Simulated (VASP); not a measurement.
Input:

```
CELL_PARAMETERS angstrom
      3.14732     0.00000     0.00000
      0.00000     3.14732     0.00000
      0.00000     0.00000     3.14732
ATOMIC_POSITIONS crystal
  Zn 0.50000 0.50000 0.50000
  Au 0.00000 0.93645 0.00000
```

Computed with r2SCAN meta-GGA, VASP's PBE PAW potentials (set 64) (plane waves; VASP 6.6.1). Numerical set-up: 480 eV cut-off, 10×10×10 Γ-centred mesh, first-order Methfessel-Paxton smearing of 0.10 eV, potentials Zn Au.

Give the force on each atom (eV/Å).

| atom | Fx | Fy | Fz |
|---|---|---|---|
| Zn1 | 0.000 | -0.686 | 0.000 |
| Au2 | 0.000 | 0.686 | 0.000 |

Give the stress tensor in GPa (positive for a compressed cell).

```
3.25  0.00  0.00
0.00  0.94  0.00
0.00  0.00  3.25
```
The pressure is its mean diagonal, 2.48 GPa.

The compound is AuZn in the CsCl type structure. This cell was strained or had an atom moved on purpose. The electron count is odd and the run is not spin-polarised, which forces a metal.
